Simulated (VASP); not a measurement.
The system is Sn.

```
Sn
1.0
     0.00000    3.23334    3.23334
     3.23334    0.00000    3.23334
     3.23334    3.23334    0.00000
Sn
2
Direct
  0.00000 0.00000 0.00000
  0.25000 0.25000 0.25000
```

This isn't the form of Sn at room conditions, which is tetragonal (white tin).

```yaml
Program: VASP 6.6.1
Task: relaxation of cell and atoms
Functional: PBE
Potentials_or_basis: VASP PAW PBE potentials, release 64 (Sn_d)
Cutoff: 520 eV
k_mesh: 4 × 4 × 4
Occupations: gaussian, width 0.02 eV
Spin: no spin polarisation
```

At the start: pressure 4.5 GPa; volume 33.80 Å³/atom.

**Question.** How do energy, volume and symmetry change on relaxing?

**Answer.** Over 5 steps the energy falls by 44.9 meV/atom and the volume is 37.35 Å³/atom (+10.5 %); space group Fd-3m (No. 227, to 0.05 Å).

The path:
| step | energy change (eV) | largest force (eV/Å) | pressure (GPa) | volume (Å³) |
| --- | --- | --- | --- | --- |
| 1 | 0.0000 | 0.0000 | 4.47 | 67.61 |
| 2 | -0.0809 | 0.0000 | -1.08 | 77.26 |
| 3 | -0.0899 | 0.0000 | 0.03 | 74.67 |
| 4 | -0.0899 | 0.0000 | -0.05 | 74.82 |
| 5 | -0.0899 | 0.0000 | 0.00 | 74.70 |

Final structure:
```cif
data_structure
_symmetry_space_group_name_H-M 'P 1'
_symmetry_Int_Tables_number 1
_cell_length_a 4.7272
_cell_length_b 4.7272
_cell_length_c 4.7272
_cell_angle_alpha 60.000
_cell_angle_beta 60.000
_cell_angle_gamma 60.000
_cell_volume 74.70
loop_
_atom_site_label
_atom_site_type_symbol
_atom_site_fract_x
_atom_site_fract_y
_atom_site_fract_z
_atom_site_occupancy
Sn1 Sn 0.00000 0.00000 0.00000 1
Sn2 Sn 0.25000 0.25000 0.25000 1
```

Caveat: the k mesh is coarse (spacing up to 0.42 Å⁻¹), so the values aren't converged; the volume moved by +10 % from the deposited cell, more than functionals usually miss.
